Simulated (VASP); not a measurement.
The system is MoS2.

```
Mo S
1.0
     3.16100    0.00000    0.00000
    -1.58050    2.73751    0.00000
     0.00000    0.00000   15.98350
Mo S
2 4
Direct
  0.33333 0.66667 0.25000
  0.66667 0.33333 0.75000
  0.66667 0.33333 0.34791
  0.66667 0.33333 0.15209
  0.33333 0.66667 0.84791
  0.33333 0.66667 0.65209
```

The cell was built by a generator and needn't be a form met in nature.

Base run:

- Program: VASP 6.6.1
- Functional: PBE
- Dispersion: TS
- Potentials or basis: VASP PAW PBE potentials, release 64 (Mo_sv, S)
- Cutoff: 520 eV
- k mesh: 8 × 8 × 2
- Occupations: fermi-dirac, width 0.05 eV
- Spin: no spin polarisation

Its results: band gap on the k mesh 1.87 eV, indirect (least direct gap 2.05 eV); pressure -0.3 GPa; largest force 0.084 eV/Å.

Q: The run is repeated on the same cell with these changes: dispersion from TS to D3(BJ). What comes out?

A: Band gap on the k mesh 1.87 eV, indirect (least direct gap 2.05 eV); pressure -0.8 GPa; largest force 0.026 eV/Å.

A k mesh can miss the band edges.
